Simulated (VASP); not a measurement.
Input:

```
CELL_PARAMETERS angstrom
      0.00000     2.89938     2.89938
      2.89938     0.00000     2.89938
      2.89938     2.89938     0.00000
ATOMIC_POSITIONS crystal
  Nb 0.75000 0.75000 0.75000
  Nb 0.50000 0.50000 0.50000
```

The numbers are results of PBEsol GGA, VASP's PBE PAW potentials (set 64) (plane waves; VASP), not measurements. Numerical set-up: 400 eV cut-off, Gaussian smearing of 0.050 eV, potentials Nb_sv.

Task: Give the energies of bands 9 to 16 at the high-symmetry points, in eV from the Fermi level.

Result: 
```json
[
 {"band": "9", "Γ": "-4.58", "X": "-2.63", "U": "-2.85", "L": "-1.82", "W": "-2.71"},
 {"band": "10", "Γ": "-1.65", "X": "-2.63", "U": "-2.28", "L": "-1.77", "W": "-2.71"},
 {"band": "11", "Γ": "-1.65", "X": "-0.80", "U": "-1.30", "L": "-1.45", "W": "-0.43"},
 {"band": "12", "Γ": "-0.58", "X": "-0.80", "U": "-0.31", "L": "-1.45", "W": "-0.43"},
 {"band": "13", "Γ": "-0.58", "X": "0.50", "U": "0.31", "L": "-0.86", "W": "0.72"},
 {"band": "14", "Γ": "-0.58", "X": "0.50", "U": "1.01", "L": "-0.86", "W": "0.72"},
 {"band": "15", "Γ": "1.99", "X": "1.28", "U": "1.03", "L": "0.76", "W": "0.74"},
 {"band": "16", "Γ": "1.99", "X": "1.28", "U": "1.21", "L": "3.15", "W": "0.74"}
]
```

It has no gap at this level: it comes out as a metal or semimetal.

The structure was generated: Nb was put into the diamond type (Fd-3m), which need not be its known phase. It was relaxed first.
